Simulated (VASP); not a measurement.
Data:

```xyz
8
Lattice="5.5148 0.0000 0.0000 0.0000 5.5148 0.0000 0.0000 0.0000 5.5148" Properties=species:S:1:pos:R:3 pbc="T T T"
Zn     5.4783     5.4783     5.4783
Zn     2.7940     2.7940     5.4783
Zn     2.7940     5.4783     2.7940
Zn     5.4783     2.7940     2.7940
Se     1.3787     1.3787     1.3787
S      4.1361     4.1361     1.3787
S      4.1361     1.3787     4.1361
S      1.3787     4.1361     4.1361
```

The numbers are results of PBE GGA, VASP's PBE PAW potentials (set 64) (plane waves; VASP 6.6.1), not measurements. Numerical set-up: 400 eV cut-off, Gaussian smearing of 0.050 eV, potentials Zn Se S.

### Question
Give the energies of bands 29 to 42 at the high-symmetry points, in eV from the valence-band maximum.

### Answer

```json
[
 {"band": "29", "Γ": "-2.25", "X": "-2.68", "M": "-2.63", "R": "-1.10"},
 {"band": "30", "Γ": "-2.25", "X": "-2.68", "M": "-2.47", "R": "-1.10"},
 {"band": "31", "Γ": "-2.06", "X": "-2.64", "M": "-2.47", "R": "-0.98"},
 {"band": "32", "Γ": "-2.06", "X": "-2.39", "M": "-2.23", "R": "-0.98"},
 {"band": "33", "Γ": "-2.06", "X": "-1.38", "M": "-1.14", "R": "-0.98"},
 {"band": "34", "Γ": "0.00", "X": "-1.38", "M": "-1.01", "R": "-0.57"},
 {"band": "35", "Γ": "0.00", "X": "-1.02", "M": "-0.71", "R": "-0.57"},
 {"band": "36", "Γ": "0.00", "X": "-1.02", "M": "-0.71", "R": "-0.57"},
 {"band": "37", "Γ": "1.73", "X": "4.12", "M": "4.45", "R": "2.97"},
 {"band": "38", "Γ": "3.11", "X": "4.18", "M": "4.45", "R": "2.97"},
 {"band": "39", "Γ": "3.45", "X": "4.44", "M": "4.64", "R": "2.97"},
 {"band": "40", "Γ": "3.45", "X": "4.49", "M": "4.67", "R": "3.22"},
 {"band": "41", "Γ": "3.88", "X": "5.61", "M": "6.15", "R": "6.68"},
 {"band": "42", "Γ": "3.88", "X": "5.75", "M": "6.55", "R": "6.70"}
]
```

The gap is direct, 1.73 eV, from the valence maximum at Γ to the conduction minimum at Γ.

The structure was generated: Zn4S3Se was put into an ordered model structure (P-43m), which need not be its known phase. It was relaxed first.
